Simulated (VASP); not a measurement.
Input:

```yaml
crystal:
  lattice:
    - [0.00000, 1.80229, 1.80229]
    - [1.80229, 0.00000, 1.80229]
    - [1.80229, 1.80229, 0.00000]
  atoms:
    - { symbol: B, position: [0.00000, 0.00000, 0.00000] }
    - { symbol: N, position: [0.25000, 0.25000, 0.25000] }
```

All values below come from MS2 meta-GGA, VASP's PBE PAW potentials (set 64) (plane waves; VASP 6.6.1). Settings: 520 eV cut-off, 14×14×14 Γ-centred mesh, tetrahedra with Blöchl corrections, potentials B N.

Problem. Give the energies of bands 2 to 7 at the high-symmetry points, in eV from the valence-band maximum.

Solution. 
```
band     Γ      X      U       L      W
----  ----  -----  -----  ------  -----
2     0.00  -9.16  -8.36  -10.93  -7.82
3     0.00  -5.00  -7.79   -1.98  -7.09
4     0.00  -5.00  -4.16   -1.98  -6.59
5     9.79   4.94   7.51   11.01  10.25
6     9.79   9.96  13.81   11.71  14.49
7     9.79  19.51  17.22   11.71  15.29
```

The gap is indirect, 4.94 eV, from the valence maximum at Γ to the conduction minimum at X.

Measured: gap 6.20 eV at 300 K (computed value off by -1.26 eV), as given by arXiv:1206.3780.

The compound is BN in the zinc blende structure. It was relaxed first.
